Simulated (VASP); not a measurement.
All values below come from PW91 GGA, VASP's PBE PAW potentials (set 64) (plane waves; VASP 6.6.1).

A VASP calculation is set up with these files.

### INCAR
```
ALGO = Normal
EDIFF = 1E-7
ENCUT = 520
GGA = 91
ICHARG = 11
ISMEAR = 0
LASPH = .True.
LCHARG = .False.
LMAXMIX = 4
LORBIT = 11
LREAL = .False.
LWAVE = .False.
NELM = 100
PREC = Accurate
SIGMA = 0.05
SYSTEM = BaF2
```

**POSCAR**
```
BaF2
1
    0.0000000000     3.1390760871     3.1390760871
    3.1390760871     0.0000000000     3.1390760871
    3.1390760871     3.1390760871     0.0000000000
Ba F
1 2
Direct
  0.0000000000   0.0000000000   0.0000000000
  0.2500000000   0.2500000000   0.2500000000
  0.7500000000   0.7500000000   0.7500000000
```

**KPOINTS**
```
k-points along high-symmetry lines
15
Line-mode
Reciprocal
  0.000000   0.000000   0.000000 ! GAMMA
  0.500000   0.000000   0.500000 ! X

  0.500000   0.000000   0.500000 ! X
  0.625000   0.250000   0.625000 ! U

  0.375000   0.375000   0.750000 ! K
  0.000000   0.000000   0.000000 ! GAMMA

  0.000000   0.000000   0.000000 ! GAMMA
  0.500000   0.500000   0.500000 ! L

  0.500000   0.500000   0.500000 ! L
  0.500000   0.250000   0.750000 ! W

  0.500000   0.250000   0.750000 ! W
  0.500000   0.000000   0.500000 ! X
```

POTCAR, in this order: Ba_sv F (PBE.64 set). Program: vasp_std. Read from the step before: CHGCAR.

Question: What will the output report for the number of irreducible k-points (NKPTS), largest plane-wave count, number of space-group operations, FFT grid (NGX, NGY, NGZ)?

Answer: 
- number of irreducible k-points (NKPTS) = 90
- largest plane-wave count = 1700
- number of space-group operations = 48
- FFT grid (NGX, NGY, NGZ) = 36 × 36 × 36

The compound is BaF2 in the fluorite structure. It was relaxed first.
